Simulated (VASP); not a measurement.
An input for Quantum ESPRESSO's pw.x (written as the equivalent of a VASP run, and not itself run):

```
&CONTROL
  calculation = 'vc-relax'
  pseudo_dir = './pseudo'
  outdir = './out'
  tprnfor = .true.
  tstress = .true.
  nstep = 60
  forc_conv_thr = 0.00078
/
&SYSTEM
  ibrav = 0
  nat = 3
  ntyp = 2
  ecutwfc = 86
  occupations = 'smearing'
  smearing = 'methfessel-paxton'
  degauss = 0.00735
  input_dft = 'vdw-df2'
/
&ELECTRONS
  conv_thr = 7.3e-08
  electron_maxstep = 100
/
&IONS
/
&CELL
/
ATOMIC_SPECIES
  Ti 47.867 Ti.upf
  Se 78.971 Se.upf
CELL_PARAMETERS angstrom
     1.8353245   -3.1788754    0.0000000
     1.8353245    3.1788754   -0.0000000
     0.0000000    0.0000000    6.3793331
ATOMIC_POSITIONS crystal
  Ti   0.0000000  0.0000000  0.0000000
  Se   0.3333330  0.6666670  0.2428986
  Se   0.6666670  0.3333330  0.7571014
K_POINTS automatic
  9 9 5 0 0 0
```

**Question.** Write the VASP files for the same calculation (vdW-DF2).

**Answer.** This is not unique; one that fits is 
POSCAR:
```
TiSe2
1
    1.8353245172    -3.1788753901     0.0000000000
    1.8353245172     3.1788753901    -0.0000000000
    0.0000000000     0.0000000000     6.3793331045
Ti Se
1 2
Direct
  0.0000000000   0.0000000000   0.0000000000
  0.3333330000   0.6666670000   0.2428985895
  0.6666670000   0.3333330000   0.7571014105
```

File KPOINTS:
```
kpoints
0
G
 9 9 5
```

INCAR:
```
SYSTEM = TiSe2
PREC = Accurate
ENCUT = 520
EDIFF = 1E-6
NELM = 100
ALGO = Normal
LREAL = .FALSE.
LASPH = .TRUE.
ISMEAR = 1
SIGMA = 0.1
GGA = ML
ZAB_VDW = -1.8867
LUSE_VDW = .TRUE.
AGGAC = 0.0
LMAXMIX = 4
LWAVE = .FALSE.
LCHARG = .FALSE.
IBRION = 2
ISIF = 3
NSW = 60
EDIFFG = -0.02
```

POTCAR, in this order: Ti_sv Se (PBE.64 set). Program: vasp_std.

Limits of the translation: the potentials are each code's own (VASP's PAW set, PseudoDojo norm-conserving files in pw.x), so ENCUT and ecutwfc are chosen apart and not converted; conv_thr bounds pw.x's estimated SCF error, while EDIFF bounds the energy change between steps; forc_conv_thr acts on force components and is met together with etot_conv_thr.

The compound is TiSe2 in the 1T layered structure. This run relaxes it. Symmetry was kept, so distortions that lower it aren't found. The start is the result of an earlier pass.
